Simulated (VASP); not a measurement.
Computed with LDA (Ceperley-Alder, Perdew-Zunger), VASP's LDA PAW potentials (set 64) (plane waves; VASP).

The input files of a VASP run:

**INCAR**
```
SYSTEM=BaTiO3
PREC=Accurate; ENCUT=620; LREAL=.FALSE.
LASPH=.TRUE.
EDIFF=1E-6; NELM=100; ALGO=Normal
LMAXMIX=4
ISMEAR=0; SIGMA=0.05
IBRION=2; NSW=40; ISIF=3
EDIFFG=-0.02
LWAVE=.FALSE.; LCHARG=.FALSE.
```

**POSCAR**
```
BaTiO3
1
    3.9525453398     0.0000000000     0.0000000000
    0.0000000000     3.9525453398     0.0000000000
    0.0000000000     0.0000000000     3.9525453398
Ba Ti O
1 1 3
Direct
  0.0000000000   0.0000000000   0.0000000000
  0.5000000000   0.5000000000   0.5000000000
  0.5000000000   0.0000000000   0.5000000000
  0.0000000000   0.5000000000   0.5000000000
  0.5000000000   0.5000000000   0.0000000000
```

**KPOINTS**
```
Automatic mesh
0
Gamma
6 6 6
0 0 0
```

POTCAR, in this order: Ba_sv Ti_sv O (LDA.64 set). Program: vasp_std.

What VASP printed:

**OUTCAR**
```
 ion  position               nearest neighbor table
   1  0.000  0.000  0.000-   3 2.79   4 2.79   5 2.79   3 2.79   4 2.79   4 2.79   5 2.79   4 2.79
                             3 2.79   5 2.79   3 2.79   5 2.79   2 3.42   2 3.42   2 3.42   2 3.42
   2  0.500  0.500  0.500-   3 1.98   4 1.98   5 1.98   5 1.98   3 1.98   4 1.98   1 3.42   1 3.42
                             1 3.42   1 3.42   1 3.42   1 3.42   1 3.42   1 3.42
   3  0.500  0.000  0.500-   2 1.98   2 1.98   1 2.79   1 2.79   1 2.79   1 2.79
   4  0.000  0.500  0.500-   2 1.98   2 1.98   1 2.79   1 2.79   1 2.79   1 2.79
   5  0.500  0.500  0.000-   2 1.98   2 1.98   1 2.79   1 2.79   1 2.79   1 2.79
  LATTYP: Found a simple cubic cell.
 ALAT       =     3.9525453398
 Subroutine PRICEL returns:
 Original cell was already a primitive cell.
 Subroutine GETGRP returns: Found 48 space group operations
The static configuration has the point symmetry O_h .
The dynamic configuration has the point symmetry O_h .
 Subroutine INISYM returns: Found 48 space group operations
 Subroutine IBZKPT returns following result:
 Found     20 irreducible k-points:

 Following reciprocal coordinates:
            Coordinates               Weight
  0.000000  0.000000  0.000000      1.000000
  0.166667  0.000000  0.000000      6.000000
  0.333333  0.000000  0.000000      6.000000
  0.500000  0.000000  0.000000      3.000000
  0.166667  0.166667  0.000000     12.000000
  0.333333  0.166667  0.000000     24.000000
  0.500000  0.166667  0.000000     12.000000
  0.333333  0.333333  0.000000     12.000000
  0.500000  0.333333  0.000000     12.000000
  0.500000  0.500000  0.000000      3.000000
  0.166667  0.166667  0.166667      8.000000
  0.333333  0.166667  0.166667     24.000000
  0.500000  0.166667  0.166667     12.000000
  0.333333  0.333333  0.166667     24.000000
  0.500000  0.333333  0.166667     24.000000
  0.500000  0.500000  0.166667      6.000000
  0.333333  0.333333  0.333333      8.000000
  0.500000  0.333333  0.333333     12.000000
  0.500000  0.500000  0.333333      6.000000
  0.500000  0.500000  0.500000      1.000000
   k-points           NKPTS =     20   k-points in BZ     NKDIM =     20   number of bands    NBANDS=     24
   number of dos      NEDOS =    301   number of ions     NIONS =      5
   total plane-waves  NPLWV =  32768
   dimension x,y,z NGX =    32 NGY =   32 NGZ =   32
   dimension x,y,z NGXF=    64 NGYF=   64 NGZF=   64
   ions per type =               1   1   3
   PREC   = accura    normal or accurate (medium, high low for compatibility)
   ISTART =      0    job   : 0-new  1-cont  2-samecut
   ICHARG =      2    charge: 1-file 2-atom 10-const
   ISPIN  =      1    spin polarized calculation?
   LNONCOLLINEAR =      F non collinear calculations
   LSORBIT =      F    spin-orbit coupling
   INIWAV =      1    electr: 0-lowe 1-rand  2-diag
   ENCUT  =  620.0 eV  45.57 Ry    6.75 a.u.   8.02  8.02  8.02*2*pi/ulx,y,z
   NELM   =    100;   NELMIN=  2; NELMDL= -5     # of ELM steps
   EDIFF  = 0.1E-05   stopping-criterion for ELM
   LREAL  =      F    real-space projection
   NLSPLINE    = F    spline interpolate recip. space projectors
   LMAXMIX     =    4 max onsite mixed and CHGCAR
   VOSKOWN=      0    Vosko Wilk Nusair interpolation
   EDIFFG = -.2E-01   stopping-criterion for IOM
   NSW    =     40    number of steps for IOM
   NBLOCK =      1;   KBLOCK =     40    inner block; outer block
   IBRION =      2    ionic relax: 0-MD 1-quasi-New 2-CG
   NFREE  =      1    steps in history (QN), initial steepest desc. (CG)
   ISIF   =      3    stress and relaxation
   ISYM   =      2    0-nonsym 1-usesym 2-fastsym
   TEIN   =    0.0    initial temperature
   TEBEG  =    0.0;   TEEND  =   0.0 temperature during run
   SMASS  =  -3.00    Nose mass-parameter (am)
   PSTRESS=    0.0 pullay stress
   NELECT =      40.0000    total number of electrons
   EFERMI =   0.00;   METHOD = LEGACY
   ISMEAR =     0;   SIGMA  =   0.05  broadening in eV -4-tet -1-fermi 0-gaus
...
```

**OSZICAR**
```
       N       E                     dE             d eps       ncg     rms          rms(c)
DAV:   1     0.482840881098E+03    0.48284E+03   -0.23987E+04   960   0.207E+03
DAV:   2     0.818907152785E+01   -0.47465E+03   -0.46657E+03  1120   0.523E+02
DAV:   3    -0.519999754693E+02   -0.60189E+02   -0.57214E+02  1408   0.160E+02
DAV:   4    -0.546543576591E+02   -0.26544E+01   -0.26529E+01  1384   0.323E+01
DAV:   5    -0.547270900810E+02   -0.72732E-01   -0.72728E-01  1344   0.436E+00    0.239E+01
DAV:   6    -0.444413535600E+02    0.10286E+02   -0.72001E+01  1408   0.782E+01    0.105E+01
DAV:   7    -0.443415509737E+02    0.99803E-01   -0.11032E+01  1200   0.248E+01    0.672E+00
DAV:   8    -0.441834266447E+02    0.15812E+00   -0.14325E+00  1256   0.118E+01    0.234E+00
DAV:   9    -0.441755434962E+02    0.78831E-02   -0.20938E-01  1208   0.364E+00    0.992E-01
DAV:  10    -0.441688743792E+02    0.66691E-02   -0.91194E-02  1280   0.258E+00    0.564E-01
DAV:  11    -0.441653397293E+02    0.35346E-02   -0.35112E-02  1408   0.129E+00    0.167E-01
DAV:  12    -0.441649496833E+02    0.39005E-03   -0.21740E-03  1160   0.435E-01    0.493E-02
DAV:  13    -0.441649760587E+02   -0.26375E-04   -0.11322E-03  1360   0.263E-01    0.636E-02
DAV:  14    -0.441649125555E+02    0.63503E-04   -0.42017E-04  1256   0.139E-01    0.180E-02
DAV:  15    -0.441649116800E+02    0.87555E-06   -0.14911E-05  1232   0.342E-02    0.455E-03
DAV:  16    -0.441649115523E+02    0.12768E-06   -0.12612E-06   784   0.100E-02
   1 F= -.44164912E+02 E0= -.44164912E+02  d E =-.441649E+02
       N       E                     dE             d eps       ncg     rms          rms(c)
DAV:   1    -0.441711951233E+02   -0.62834E-02   -0.18786E-01  1120   0.443E+00    0.678E-01
DAV:   2    -0.441655585156E+02    0.56366E-02   -0.21416E-02  1128   0.138E+00    0.233E-01
DAV:   3    -0.441647183964E+02    0.84012E-03   -0.54475E-03  1192   0.478E-01    0.528E-02
DAV:   4    -0.441647358551E+02   -0.17459E-04   -0.10536E-03  1304   0.173E-01    0.506E-02
DAV:   5    -0.441647563622E+02   -0.20507E-04   -0.98957E-05  1432   0.841E-02    0.314E-02
DAV:   6    -0.441647953208E+02   -0.38959E-04   -0.85533E-05  1304   0.501E-02    0.180E-02
DAV:   7    -0.441648048364E+02   -0.95156E-05   -0.24610E-05  1480   0.298E-02    0.453E-03
DAV:   8    -0.441648051056E+02   -0.26918E-06   -0.13457E-06   768   0.941E-03
   2 F= -.44164805E+02 E0= -.44164805E+02  d E =0.106447E-03
       N       E                     dE             d eps       ncg     rms          rms(c)
DAV:   1    -0.441671354438E+02   -0.23306E-02   -0.60295E-02  1120   0.251E+00    0.384E-01
DAV:   2    -0.441653299707E+02    0.18055E-02   -0.69227E-03  1128   0.785E-01    0.132E-01
DAV:   3    -0.441650629139E+02    0.26706E-03   -0.17793E-03  1192   0.269E-01    0.319E-02
DAV:   4    -0.441650636077E+02   -0.69383E-06   -0.32816E-04  1296   0.100E-01    0.276E-02
DAV:   5    -0.441650717967E+02   -0.81890E-05   -0.38591E-05  1440   0.501E-02    0.178E-02
DAV:   6    -0.441650836154E+02   -0.11819E-04   -0.24233E-05  1320   0.267E-02    0.102E-02
DAV:   7    -0.441650871685E+02   -0.35531E-05   -0.83340E-06  1384   0.170E-02    0.254E-03
DAV:   8    -0.441650872674E+02   -0.98940E-07   -0.44448E-07   520   0.534E-03
   3 F= -.44165087E+02 E0= -.44165087E+02  d E =-.175715E-03
```

### OUTCAR
```
------------------------ aborting loop because EDIFF is reached ----------------------------------------
  FORCE on cell =-STRESS in cart. coord.  units (eV):
  Direction    XX          YY          ZZ          XY          YZ          ZX
  --------------------------------------------------------------------------------------
  Total       -0.0016965     -0.0016965     -0.0016965      0.0000000      0.0000000      0.0000000
  in kB       -0.0441114     -0.0441114     -0.0441114      0.0000000      0.0000000      0.0000000
  external PRESSURE =      -0.0441114 kB  Pullay stress =       0.0000000 kB
  volume of cell :       61.62
      direct lattice vectors                 reciprocal lattice vectors
     3.949732717  0.000000000  0.000000000     0.253181689 -0.000000000  0.000000000
     0.000000000  3.949732717  0.000000000     0.000000000  0.253181689 -0.000000000
    -0.000000000  0.000000000  3.949732717    -0.000000000 -0.000000000  0.253181689
 POSITION                                       TOTAL-FORCE (eV/Angst)
 -----------------------------------------------------------------------------------
      0.00000      0.00000      0.00000         0.000000     -0.000000      0.000000
      1.97487      1.97487      1.97487        -0.000000      0.000000      0.000000
      1.97487      0.00000      1.97487         0.000000      0.000000      0.000000
     -0.00000      1.97487      1.97487        -0.000000      0.000000      0.000000
      1.97487      1.97487      0.00000         0.000000     -0.000000      0.000000
 -----------------------------------------------------------------------------------
    total drift:                                0.000000     -0.000000     -0.000000
  FREE ENERGIE OF THE ION-ELECTRON SYSTEM (eV)
  ---------------------------------------------------
  free  energy   TOTEN  =       -44.1650872674 eV

  energy  without entropy=      -44.1650872674  energy(sigma->0) =      -44.16508727

 reached required accuracy - stopping structural energy minimisation
```
(Selected blocks of OUTCAR.)

### CONTCAR
```
BaTiO3
   1.00000000000000
     3.9497327172314884    0.0000000000000000    0.0000000000000000
     0.0000000000000000    3.9497327172314884    0.0000000000000000
    -0.0000000000000000    0.0000000000000000    3.9497327172314884
  Ba              Ti              O
     1     1     3
Direct
     0.0000000000000000    0.0000000000000000    0.0000000000000000
     0.5000000000000000    0.5000000000000000    0.5000000000000000
     0.5000000000000000    0.0000000000000000    0.5000000000000000
     0.0000000000000000    0.5000000000000000    0.5000000000000000
     0.5000000000000000    0.5000000000000000    0.0000000000000000
```

**OUTCAR**
```
 val. band max:        3.8396658094   @ k =   0.5000   0.5000   0.5000

 cond. band min:       5.5698689647   @ k =   0.0000   0.0000   0.0000


 Fermi energy:         4.2343109394

 k-point     1 :       0.0000    0.0000    0.0000
  band No.  band energies     occupation
      1     -51.8800      2.00000
      2     -28.5189      2.00000
      3     -28.5189      2.00000
      4     -28.5189      2.00000
      5     -20.7358      2.00000
      6     -12.8286      2.00000
      7     -12.1382      2.00000
      8     -12.1382      2.00000
      9      -5.9671      2.00000
     10      -5.9671      2.00000
     11      -5.9671      2.00000
     12       1.5607      2.00000
     13       1.5607      2.00000
     14       1.5607      2.00000
     15       2.6621      2.00000
     16       2.6621      2.00000
     17       2.6621      2.00000
     18       3.7398      2.00000
     19       3.7398      2.00000
     20       3.7398      2.00000
     21       5.5699      0.00000
     22       5.5699      0.00000
     23       5.5699      0.00000
     24       8.0548      0.00000

 k-point     2 :       0.1667    0.0000    0.0000
  band No.  band energies     occupation
      1     -51.8797      2.00000
      2     -28.5356      2.00000
      3     -28.5182      2.00000
      4     -28.5182      2.00000
      5     -20.6984      2.00000
      6     -12.8699      2.00000
      7     -12.1269      2.00000
      8     -12.0996      2.00000
      9      -5.9187      2.00000
     10      -5.9187      2.00000
     11      -5.8270      2.00000
     12       1.0796      2.00000
     13       1.4570      2.00000
     14       1.4570      2.00000
     15       2.3530      2.00000
     16       2.3530      2.00000
     17       2.3930      2.00000
     18       3.0784      2.00000
     19       3.5387      2.00000
     20       3.5387      2.00000
     21       5.6139      0.00000
     22       6.1500      0.00000
     23       6.1500      0.00000
     24       8.0629      0.00000
...
```

Unless said otherwise, spin-orbit coupling is left out, though it shifts the bands of the heavy elements here.

The compound is BaTiO3 in the cubic perovskite structure, the ideal cubic form; the compound distorts at low or room temperature. This run relaxes it. Symmetry was kept, so distortions that lower it aren't found.
